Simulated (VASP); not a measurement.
## A VASP study of ZnS (Wurtzite-2H) (PBE): structure first, properties next

Wanted: the relaxed cell of ZnS (Wurtzite-2H) and its properties. The steps: relaxing cell and atoms (PBE), second relaxation, single point with fields (PBE), bands along the symmetry lines (PBE), density of states (PBE), field gradients at the nuclei (PBE), zone-centre phonons (PBE) and band structure (PBE), changed input. The start is a cell from a database of measured crystal structures.

Main program and level: VASP 6.6.1; PBE; plane waves and PAW (Zn, S).

Report form: the programs' logs are mostly left out.

The database entry behind the starting cell has ideal inner coordinates that were not refined, so it need not match the best structure at ambient conditions.

## (1) Set-up

Before any relaxation, the start is as follows. The structure is hexagonal, space group P6_3mc (No. 186). The conventional cell has a = 3.818 Å, b = 3.818 Å, c = 6.260 Å, α = 90.00°, β = 90.00°, γ = 120.00°. Nearest to Zn lie 4 S at 2.34 to 2.35 Å. S has 4 Zn at 2.34 to 2.35 Å nearest. Farther neighbours and most contacts between anions are not listed.

As a file:

```xyz
4
Lattice="3.8180 0.0000 0.0000 -1.9090 3.3065 0.0000 0.0000 0.0000 6.2600" Properties=species:S:1:pos:R:3 pbc="T T T"
Zn    0.0000    2.2043    0.0000
Zn    1.9090    1.1022    3.1300
S     0.0000    2.2043    2.3475
S     1.9090    1.1022    5.4775
```

## (2) Relaxing cell and atoms (PBE)

Properties are meant for the cell that this level of theory prefers, so cell and atoms are relaxed first (ISIF = 3) until forces and stress are small; EDIFFG sets the threshold. PBE, the usual starting point, adds the gradient of the density.

Input file INCAR:

```
SYSTEM = ZnS
PREC = Accurate
ENCUT = 400
EDIFF = 1E-06
NELM = 100
ISMEAR = 0
SIGMA = 0.05
LREAL = .FALSE.
ALGO = Normal
GGA = PE
NBANDS = 24
LORBIT = 11
LWAVE = .FALSE.
LCHARG = .FALSE.
KPAR = 4
IBRION = 2
NSW = 60
ISIF = 3
EDIFFG = -0.01
```

Input file POSCAR:

```
ZnS
1.0
    3.8180000000      0.0000000000      0.0000000000
   -1.9090000000      3.3064849916      0.0000000000
    0.0000000000      0.0000000000      6.2600000000
Zn S
2 2
Direct
    0.3333333333      0.6666666667      0.0000000000
    0.6666666667      0.3333333333      0.5000000000
    0.3333333333      0.6666666667      0.3750000000
    0.6666666667      0.3333333333      0.8750000000
```

Input file KPOINTS:

```
Automatic mesh
0
Gamma
8 8 5
0 0 0
```

The projector-augmented-wave data sets are Zn and S (PBE family, release 64).

Run with:

```
$ mpirun -np 4 vasp_std
```

Wall time 24 s (4 MPI ranks of Intel Xeon Platinum 8259CL at 2.50GHz (Skylake/Cascade Lake), shared host); peak memory 0.77 GiB; 94 s of CPU time.

The gap is read on the k-mesh alone, so it is an upper bound where the band edges lie off the mesh. The run keeps the 12 symmetry operations of its start, so it cannot find a distortion of lower symmetry.

Relaxation path:

| step | energy less that of the first step (eV) | largest force (eV/Å) | pressure (GPa) | volume (Å³) |
| --- | --- | --- | --- | --- |
| 1 | 0.0000 | 0.0217 | 1.50 | 79.03 |
| 2 | -0.0068 | 0.0015 | -0.44 | 81.17 |
| 3 | -0.0075 | 0.0060 | 0.00 | 80.65 |

| conventional cell, symmetrised | before | after | change |
| --- | --- | --- | --- |
| a (Å) | 3.818 | 3.844 | +0.7 % |
| b (Å) | 3.818 | 3.844 | +0.7 % |
| c (Å) | 6.260 | 6.301 | +0.7 % |
| volume (Å³/atom) | 19.76 | 20.16 | +2.1 % |

Final coordinates:

```xyz
4
Lattice="3.8445 0.0000 0.0000 -1.9222 3.3294 0.0000 0.0000 0.0000 6.3012" Properties=species:S:1:pos:R:3 pbc="T T T"
Zn    0.0000    2.2196    0.0008
Zn    1.9222    1.1098    3.1514
S     0.0000    2.2196    2.3622
S     1.9222    1.1098    5.5128
```

Numbers from this step:

| Property | Result |
| --- | --- |
| electrons | 36 |
| bands | 24 |
| irreducible k-points | 30 |
| symmetry operations | 12 |
| free energy (TOTEN) | -13.69 eV |
| Fermi energy | 2.189 eV |
| pressure | 6.09e-4 GPa |
| metallic | no |
| valence top at k | 0, 0, 0 |
| conduction bottom at k | 0, 0, 0 |
| least direct gap at k | 0, 0, 0 |
| SCF cycles over all ionic steps | 31 |
| gap on the k-mesh | 2.086 eV |
| least direct gap on the k-mesh | 2.086 eV |

It ends with a largest force of 0.006 eV/Å and a pressure of 0.00 GPa. The volume lies +2.1 % from that of the database's start.

## (3) Second relaxation

A relaxation keeps the plane waves of the cell it began with, so it is repeated from the new cell, on a basis made for it. The mesh changes with the cell too.

INCAR is that of step 2.

Input file POSCAR:

```
ZnS
1.0
    3.8444531745      0.0000000000      0.0000000000
   -1.9222265872      3.3293941127      0.0000000000
    0.0000000000      0.0000000000      6.3012208745
Zn S
2 2
Direct
    0.3333333333      0.6666666667      0.0001275312
    0.6666666667      0.3333333333      0.5001275312
    0.3333333333      0.6666666667      0.3748724688
    0.6666666667      0.3333333333      0.8748724688
```

Input file KPOINTS:

```
Automatic mesh
0
Gamma
8 8 4
0 0 0
```

Run with:

```
$ mpirun -np 4 vasp_std
```

Run time: 11 s. Hardware: 4 MPI ranks; peak memory 0.75 GiB.

Little changed from the start: no atom moved by 0.005 Å and no cell edge by 0.1 %.

This step gave:

| Quantity | Value |
| --- | --- |
| Fermi energy | 2.128 eV |
| pressure | 0.01427 GPa |
| SCF cycles over all ionic steps | 14 |

It ends with a largest force of 0.006 eV/Å and a pressure of 0.01 GPa. The volume moved by under 0.01 %: the run met its threshold at the first step.

## (4) Single point with fields (PBE)

A single point on the relaxed cell gives a clean self-consistent state, with density, ELF and potential written out.

Edit INCAR of step 3 so:

```diff
@@ -13,7 +13,5 @@
 LWAVE = .FALSE.
-LCHARG = .FALSE.
-KPAR = 4
-IBRION = 2
-NSW = 60
-ISIF = 3
-EDIFFG = -0.01
+LCHARG = .TRUE.
+ISIF = 2
+LELF = .TRUE.
+LVHAR = .TRUE.
```

POSCAR is that of step 3.

KPOINTS is that of step 3.

Run with:

```
$ mpirun -np 4 vasp_std
```

Elapsed: 10 s, on 4 MPI ranks; peak memory 0.5 GiB; 39 s of CPU time.

This step gave:

```
SCF cycles : 14
```

Valence electrons inside each PAW sphere by angular momentum. Sphere charges, by row:

| atom | s (e) | p (e) | d (e) | tot (e) |
| --- | --- | --- | --- | --- |
| Zn1 | 0.513 | 0.457 | 9.797 | 10.77 |
| Zn2 | 0.513 | 0.457 | 9.797 | 10.77 |
| S3 | 1.316 | 2.427 | 0 | 3.742 |
| S4 | 1.316 | 2.427 | 0 | 3.742 |

ELF in the ac plane at fractional y = 0.333, with atoms of Zn and S within 0.2 Å of it. It is the smooth field of the valence electrons, not physical close to the nuclei.

Ten even steps from '0' (0.01) to '9' (0.87), each cell a mean:
```
32113699988998
52114799756998
52124899634899
52114799767898
41013689999997
20001478999975
10000245666643
00000122222221
11111112111121
22332121000021
34554220000012
57776321000022
67887421100123
77887532222224
67776531111124
56665421111113
34543210000001
12222100000000
11111000011000
11111113344321
11111246777753
21112478999985
```
Columns run along a (3.8 Å), rows up along c (6.3 Å). Atoms in or near the plane, at fractional coordinates: Zn at (0.67, 0.50), S at (0.67, 0.87).

Valence density in the ac plane at fractional y = 0.333, with atoms of Zn and S within 0.2 Å of it. It is the smooth field of the valence electrons, not physical close to the nuclei.

Ten steps, logarithmic in the rise over the least value, from '0' (0 e/Å³) to '9' (17 e/Å³), each cell a mean:
```
11111223444432
11111234423432
11001234302432
10001234433432
00000123444321
00000112333321
00000012222210
00000012232210
00000013565421
00000125898631
11111126999742
11111126898732
12222124676521
12221112233211
11111111111111
11111000000000
00100000000000
00000000000000
00000000000000
00000000000000
11111111222111
11111122333221
```
Columns run along a (3.8 Å), rows up along c (6.3 Å). Atoms in or near the plane, at fractional coordinates: Zn at (0.67, 0.50), S at (0.67, 0.87).

Electrostatic potential energy in the ac plane at fractional y = 0.333, with atoms of Zn and S within 0.2 Å of it. With pseudopotentials it is smooth inside the atoms' cores, unlike the true potential.

Ten even steps from '_' (-70 eV) to '@' (4 eV), each cell a mean:
```
@@@@@@@@@@@@@@**--..::++%%@@
@@@@@@@@@@@@%%--______::##@@
@@@@@@@@@@@@%%::________**%%
@@@@@@@@@@@@%%--______::##@@
@@@@@@@@@@@@@@##==::--**%%@@
@@@@@@@@@@@@@@@@%%##%%%%@@@@
@@@@@@@@@@@@@@@@@@@@@@@@@@@@
@@@@@@@@@@@@@@@@%%%%%%%%@@@@
@@@@@@@@@@@@@@%%%%%%%%%%%%@@
@@@@@@@@@@@@%%%%%%%%%%%%%%@@
@@@@@@@@@@@@%%%%%%%%%%%%%%%%
@@@@@@@@@@@@%%%%%%%%%%%%%%@@
@@@@@@@@@@@@%%%%%%%%%%%%%%@@
@@@@@@@@@@@@@@%%%%%%%%%%@@@@
@@@@@@@@@@@@@@@@@@@@@@@@@@@@
@@@@@@@@@@@@@@@@@@@@@@@@@@@@
@@@@@@@@@@@@@@@@@@@@@@@@@@@@
@@@@@@@@@@@@@@@@@@@@@@@@@@@@
@@@@@@@@@@@@@@@@@@@@@@@@@@@@
@@@@@@@@@@@@@@@@@@@@@@@@@@@@
@@@@@@@@@@@@@@@@@@@@@@@@@@@@
@@@@@@@@@@@@@@@@%%####%%@@@@
```
Columns run along a (3.8 Å; values clipped at the 3rd and 97th percentile), rows up along c (6.3 Å). Atoms in or near the plane, at fractional coordinates: Zn at (0.67, 0.50), S at (0.67, 0.87).

In this run the pressure is 0.01 GPa, small enough to go on.

## (5) Bands along the symmetry lines (PBE)

The mesh alone shows little of the dispersion and can miss band extrema, so KPOINTS_OPT adds a path through the symmetry points after the self-consistent cycle.

Input file INCAR:

```
SYSTEM = ZnS
PREC = Accurate
ENCUT = 400
EDIFF = 1E-06
NELM = 100
ISMEAR = 0
SIGMA = 0.05
LREAL = .FALSE.
ALGO = Normal
GGA = PE
NBANDS = 32
LORBIT = 11
LWAVE = .FALSE.
LCHARG = .FALSE.
KPAR = 4
```

POSCAR is that of step 4.

KPOINTS is that of step 4.

Input file KPOINTS_OPT:

```
Line mode
16
Line-mode
Reciprocal
  0.00000000   0.00000000   0.00000000 GAMMA
  0.50000000   0.00000000   0.00000000 M

  0.50000000   0.00000000   0.00000000 M
  0.33333333   0.33333333   0.00000000 K

  0.33333333   0.33333333   0.00000000 K
  0.00000000   0.00000000   0.00000000 GAMMA

  0.00000000   0.00000000   0.00000000 GAMMA
  0.00000000   0.00000000   0.50000000 A

  0.00000000   0.00000000   0.50000000 A
  0.50000000   0.00000000   0.50000000 L

  0.50000000   0.00000000   0.50000000 L
  0.33333333   0.33333333   0.50000000 H

  0.33333333   0.33333333   0.50000000 H
  0.00000000   0.00000000   0.50000000 A

  0.50000000   0.00000000   0.50000000 L
  0.50000000   0.00000000   0.00000000 M

  0.33333333   0.33333333   0.00000000 K
  0.33333333   0.33333333   0.50000000 H
```

Run with:

```
$ mpirun -np 4 vasp_std
```

The job ended after 42 s (4 MPI ranks; peak memory 0.9 GiB; 2.7 min of CPU time).

Numbers from this step:

```yaml
bands: 32
fermi_energy: 2.136 eV
pressure: 0.01298 GPa
least_gap_on_mesh_and_path: 2.086 eV
least_direct_gap_on_mesh_and_path: 2.086 eV
```

The electronic bands at the labelled points (eV, zero at the valence-band top; v1 is the highest filled band, c1 the lowest empty one):

| point | v4 | v3 | v2 | v1 | c1 | c2 | c3 | c4 |
| --- | --- | --- | --- | --- | --- | --- | --- | --- |
| Γ | -0.86 | -0.07 | 0.00 | 0.00 | 2.09 | 3.05 | 6.32 | 6.32 |
| 0.53 of the way | -2.34 | -1.63 | -0.68 | -0.48 | 3.88 | 4.06 | 5.86 | 6.53 |
| M | -3.15 | -2.15 | -1.61 | -0.85 | 3.68 | 4.18 | 5.14 | 6.93 |
| 0.53 of the way | -3.22 | -2.60 | -1.77 | -1.53 | 4.67 | 4.96 | 5.13 | 7.12 |
| K | -3.69 | -2.23 | -2.23 | -2.00 | 4.36 | 5.78 | 5.78 | 7.82 |
| 0.53 of the way | -2.48 | -1.79 | -0.72 | -0.66 | 4.12 | 4.82 | 5.62 | 6.04 |
| Γ | -0.86 | -0.07 | 0.00 | 0.00 | 2.09 | 3.05 | 6.32 | 6.32 |
| 0.47 of the way | -0.76 | -0.76 | -0.12 | -0.12 | 2.91 | 3.18 | 6.29 | 6.41 |
| A | -0.45 | -0.45 | -0.45 | -0.45 | 3.48 | 3.48 | 6.76 | 6.76 |
| 0.47 of the way | -1.59 | -1.59 | -0.98 | -0.98 | 4.30 | 4.30 | 5.73 | 5.73 |
| L | -1.56 | -1.56 | -1.55 | -1.55 | 3.54 | 3.54 | 5.24 | 5.24 |
| 0.53 of the way | -2.41 | -2.41 | -1.35 | -1.35 | 4.18 | 4.18 | 5.93 | 5.93 |
| H | -2.92 | -2.92 | -1.29 | -1.29 | 4.46 | 4.46 | 6.36 | 6.36 |
| 0.53 of the way | -1.60 | -1.60 | -1.33 | -1.33 | 4.67 | 4.67 | 5.70 | 5.70 |
| A | -0.45 | -0.45 | -0.45 | -0.45 | 3.48 | 3.48 | 6.76 | 6.76 |
| jump to L | -1.56 | -1.56 | -1.55 | -1.55 | 3.54 | 3.54 | 5.24 | 5.24 |
| 0.53 of the way | -2.60 | -2.00 | -1.36 | -1.04 | 3.51 | 3.79 | 5.68 | 6.04 |
| M | -3.15 | -2.15 | -1.61 | -0.85 | 3.68 | 4.18 | 5.14 | 6.93 |
| jump to K | -3.69 | -2.23 | -2.23 | -2.00 | 4.36 | 5.78 | 5.78 | 7.82 |
| 0.47 of the way | -3.50 | -2.27 | -1.80 | -1.80 | 4.88 | 5.20 | 5.20 | 7.45 |
| H | -2.92 | -2.92 | -1.29 | -1.29 | 4.46 | 4.46 | 6.36 | 6.36 |

Of the projections kept (Zn, S), the largest for each band there; the rest of the weight can lie on other orbitals:

| point | v4 | v3 | v2 | v1 | c1 | c2 | c3 | c4 |
| --- | --- | --- | --- | --- | --- | --- | --- | --- |
| Γ | S 0.72 | S 0.76 | S 0.76 | S 0.76 | Zn 0.52 | Zn 0.72 | Zn 1.00 | Zn 1.00 |
| M | S 0.62 | S 0.72 | S 0.67 | S 0.73 | Zn 0.81 | Zn 0.58 | Zn 0.53 | Zn 0.91 |
| K | S 0.66 | S 0.65 | S 0.65 | S 0.65 | Zn 0.87 | S 0.52 | S 0.52 | S 0.70 |
| Γ | S 0.72 | S 0.76 | S 0.76 | S 0.76 | Zn 0.52 | Zn 0.72 | Zn 1.00 | Zn 1.00 |
| A | S 0.74 | S 0.74 | S 0.74 | S 0.74 | Zn 0.59 | Zn 0.59 | S 0.56 | S 0.56 |
| L | S 0.70 | S 0.70 | S 0.71 | S 0.71 | Zn 0.72 | Zn 0.72 | Zn 0.80 | Zn 0.80 |

The path finds the gap of the mesh within 0.02 eV, so the mesh comes close to both band edges.

## (6) Density of states (PBE)

A density of states needs more k-points than a total energy; ISMEAR = -5 takes tetrahedra, and LORBIT projects the states on the PAW spheres. The mesh is finer than in the run before.

Edit INCAR of step 5 so:

```diff
@@ -5,3 +5,3 @@
 NELM = 100
-ISMEAR = 0
+ISMEAR = -5
 SIGMA = 0.05
@@ -15 +15,2 @@
 KPAR = 4
+NEDOS = 2001
```

POSCAR is that of step 5.

Input file KPOINTS:

```
Automatic mesh
0
Gamma
12 12 6
0 0 0
```

Run with:

```
$ mpirun -np 4 vasp_std
```

Elapsed: 29 s, on 4 MPI ranks; peak memory 0.97 GiB; 1.8 min of CPU time.

This step gave:

* irreducible k-points: 76
* Fermi energy: 1.930 eV
* pressure: 0.01372 GPa

The density of states has structure finer than the step of the table below, so its rows give means over 0.5 eV, whole bins alone (the curve runs from -12.0 to 6.72 eV). Peaks (eV: height): total -11.89: 8.67, -6.17: 40.8, -5.77: 49.7; S p -6.17: 2.00, -4.56: 1.27, -1.34: 2.53, 5.67: 0.587; Zn s -6.25: 0.300, -4.56: 1.16, 4.30: 0.792, 5.59: 0.423; Zn d -6.17: 35.0, -5.77: 48.0; Zn p -11.89: 0.260, -1.34: 0.493, 5.75: 0.651, 6.56: 0.401.

States under -12.0 eV and over 6.7 eV are left out. Density of states against energy, zero at the valence-band top; means over each step; values in states/eV/cell:

| energy (eV) | total | S p | Zn s | Zn d | Zn p | S s |
| --- | --- | --- | --- | --- | --- | --- |
| -11.5 | 0.0733 | 8.5e-6 | 1.3e-4 | 0.00350 | 0.00230 | 0.0470 |
| -11.0 | 0 | 0 | 0 | 0 | 0 | 0 |
| -10.5 | 0 | 0 | 0 | 0 | 0 | 0 |
| -10.0 | 0 | 0 | 0 | 0 | 0 | 0 |
| -9.5 | 0 | 0 | 0 | 0 | 0 | 0 |
| -9.0 | 0 | 0 | 0 | 0 | 0 | 0 |
| -8.5 | 0 | 0 | 0 | 0 | 0 | 0 |
| -8.0 | 0 | 0 | 0 | 0 | 0 | 0 |
| -7.5 | 0 | 0 | 0 | 0 | 0 | 0 |
| -7.0 | 0 | 0 | 0 | 0 | 0 | 0 |
| -6.5 | 2.08 | 0.120 | 0.0267 | 1.72 | 0.00510 | 3.0e-4 |
| -6.0 | 29.5 | 0.905 | 0.183 | 26.4 | 0.0672 | 0.00801 |
| -5.5 | 8.49 | 0.0503 | 0.0566 | 7.97 | 0.0132 | 0.0763 |
| -5.0 | 0.343 | 0.0800 | 0.0653 | 0.0551 | 0.00819 | 0.00245 |
| -4.5 | 3.29 | 0.773 | 0.676 | 0.532 | 0.0592 | 0.0406 |
| -4.0 | 1.90 | 0.442 | 0.319 | 0.366 | 0.0503 | 0.0611 |
| -3.5 | 1.21 | 0.312 | 0.138 | 0.207 | 0.0570 | 0.0462 |
| -3.0 | 1.91 | 0.596 | 0.116 | 0.218 | 0.146 | 0.0374 |
| -2.5 | 2.43 | 0.847 | 0.0851 | 0.245 | 0.210 | 0.0307 |
| -2.0 | 3.13 | 1.21 | 0.0630 | 0.286 | 0.281 | 0.0233 |
| -1.5 | 4.38 | 1.85 | 0.0447 | 0.418 | 0.373 | 0.0167 |
| -1.0 | 3.64 | 1.64 | 0.0207 | 0.379 | 0.275 | 0.00947 |
| -0.5 | 1.56 | 0.754 | 0.00406 | 0.186 | 0.0903 | 0.00243 |
| 0.0 | 0.234 | 0.120 | 8.3e-5 | 0.0308 | 0.00950 | 7.5e-5 |
| 0.5 | 0 | 0 | 0 | 0 | 0 | 0 |
| 1.0 | 0 | 0 | 0 | 0 | 0 | 0 |
| 1.5 | 0 | 0 | 0 | 0 | 0 | 0 |
| 2.0 | 6.4e-4 | 3.9e-5 | 1.7e-4 | 0 | 0 | 1.5e-4 |
| 2.5 | 0.0325 | 0.00313 | 0.00824 | 1.1e-4 | 3.0e-4 | 0.00728 |
| 3.0 | 0.117 | 0.0150 | 0.0283 | 9.5e-4 | 0.00248 | 0.0222 |
| 3.5 | 0.960 | 0.0863 | 0.205 | 0.0199 | 0.0539 | 0.0994 |
| 4.0 | 2.98 | 0.303 | 0.625 | 0.0722 | 0.183 | 0.223 |
| 4.5 | 2.89 | 0.355 | 0.587 | 0.0841 | 0.173 | 0.144 |
| 5.0 | 1.04 | 0.168 | 0.204 | 0.0341 | 0.0520 | 0.0277 |
| 5.5 | 2.98 | 0.372 | 0.278 | 0.123 | 0.303 | 0.0531 |
| 6.0 | 3.01 | 0.379 | 0.221 | 0.105 | 0.378 | 0.0570 |

The gap on this mesh is 2.09 eV. In the top eV of the valence band the largest shares in the PAW spheres are S p 48 %, Zn d 12 % and Zn p 6 %; in the lowest eV of the conduction band, Zn s 25 %, S s 21 % and S p 11 %. The rest lies in smaller channels or between the spheres.

## (7) Field gradients at the nuclei (PBE)

Field gradients probe how far the charge around each nucleus departs from cubic symmetry; LASPH keeps the non-spherical terms inside the spheres.

Input file INCAR:

```
SYSTEM = ZnS
PREC = Accurate
ENCUT = 400
EDIFF = 1E-07
NELM = 100
ISMEAR = 0
SIGMA = 0.05
LREAL = .FALSE.
ALGO = Normal
GGA = PE
NBANDS = 24
LORBIT = 11
LWAVE = .FALSE.
LCHARG = .FALSE.
KPAR = 4
LEFG = .TRUE.
LASPH = .TRUE.
```

POSCAR is that of step 6.

Input file KPOINTS:

```
Automatic mesh
0
Gamma
8 8 4
0 0 0
```

Run with:

```
$ mpirun -np 4 vasp_std
```

Wall time 12 s (4 MPI ranks); peak memory 0.73 GiB.

Numbers from this step:

* SCF cycles: 15
* bands: 24
* irreducible k-points: 30
* Fermi energy: 2.128 eV
* pressure: -0.009917 GPa
* gap on the k-mesh: 2.087 eV
* least direct gap on the k-mesh: 2.087 eV

Electric field gradients, by row:

| atom | Vxx (V/Å²) | Vyy (V/Å²) | Vzz (V/Å²) | asymmetry |
| --- | --- | --- | --- | --- |
| Zn1 | -0.425 | -0.414 | 0.839 | 0.013 |
| Zn2 | -0.425 | -0.414 | 0.839 | 0.013 |
| S3 | -1.165 | -1.164 | 2.329 | 0.001 |
| S4 | -1.165 | -1.164 | 2.329 | 0.001 |

The largest gradient, 2.33 V/Å², sits on S3 and like sites; times the quadrupole moment of a nucleus that has one, it gives the coupling that NMR and NQR see.

## (8) Zone-centre phonons (PBE)

Zone-centre modes test whether the atoms sit at a minimum within this cell. IBRION = 8 takes the force constants from linear response, which needs tightly converged orbitals.

Edit INCAR of step 7 so:

```diff
@@ -3,3 +3,3 @@
 ENCUT = 400
-EDIFF = 1E-07
+EDIFF = 1E-08
 NELM = 100
@@ -15,3 +15,4 @@
 KPAR = 4
-LEFG = .TRUE.
-LASPH = .TRUE.
+IBRION = 8
+LEPSILON = .TRUE.
+ISIF = 2
```

POSCAR is that of step 7.

Input file KPOINTS:

```
Automatic mesh
0
Gamma
13 13 7
0 0 0
```

Run with:

```
$ mpirun -np 4 vasp_std
```

Wall time 21 min (4 MPI ranks); peak memory 6.1 GiB.

Energies printed during the response cycles are not total energies of the cell.

This step gave:

```yaml
irreducible_k_points: 84
pressure_of_the_cell: 0.01423 GPa
largest_force_of_the_cell: 0.005832 eV/Å
fermi_energy: 2.180 eV
gap_on_the_k_mesh: 2.086 eV
least_direct_gap_on_the_k_mesh: 2.086 eV
```

Electronic dielectric tensor with local fields:

```
5.80 0.00 0.00
0.00 5.80 0.00
0.00 0.00 5.91
```

(Continued in part 2 of 2.)

[Lines on the potential files, build, host, timing and source positions are cut from VASP's logs without a mark.]

[Logs are printed without paths, hosts, clocks, repeated set-up lines and the standing remarks that a program may print on its own settings, such as how far it seeks lower states.]

[Hosts, paths, dates, database ids (printed as entryN), source tags and the programs' standing remarks are cut or masked in the printed files.]

[A measured line is paired with the nearest computed mode of its activity, which favours agreement.]
